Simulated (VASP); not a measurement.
Input:

```yaml
crystal:
  lattice:
    - [2.91654, 0.00000, 0.00000]
    - [0.00000, 2.91654, 0.00000]
    - [0.00000, 0.00000, 2.91654]
  atoms:
    - { symbol: Mn, position: [0.00000, 0.00000, 0.00000] }
    - { symbol: Pd, position: [0.50000, 0.50000, 0.50000] }
```

Calculation: LDA (Ceperley-Alder, Perdew-Zunger) with spin-orbit coupling, VASP's LDA PAW potentials (set 64) (plane waves; VASP). Numerical set-up: 400 eV cut-off, 11×11×11 Γ-centred mesh, Gaussian smearing of 0.050 eV, potentials Mn_pv Pd.

Problem. Give the energies of bands 15 to 28 at the high-symmetry points, in eV from the Fermi level.

Solution. 
```
band      Γ      X      M      R
----  -----  -----  -----  -----
15    -3.15  -3.32  -1.33  -2.24
16    -3.15  -3.32  -1.33  -2.24
17    -2.90  -2.27  -0.68  -2.24
18    -2.90  -2.27  -0.68  -2.24
19    -0.17  -1.86   0.06  -1.25
20    -0.17  -1.86   0.06  -1.25
21    -0.17  -0.79   0.54  -1.25
22    -0.17  -0.79   0.54  -1.25
23     1.04  -0.71   0.76   0.81
24     1.04  -0.71   0.76   0.81
25     1.04   0.10   0.77   0.81
26     1.04   0.10   0.77   0.81
27     1.19   0.44   1.40   8.85
28     1.19   0.44   1.40   8.85
```

It has no gap at this level: it comes out as a metal or semimetal.

The structure comes from a computed database's MnPd entry (Pm-3m); how it stands against other phases isn't given here. It was relaxed first, which changed the volume by -18 %.
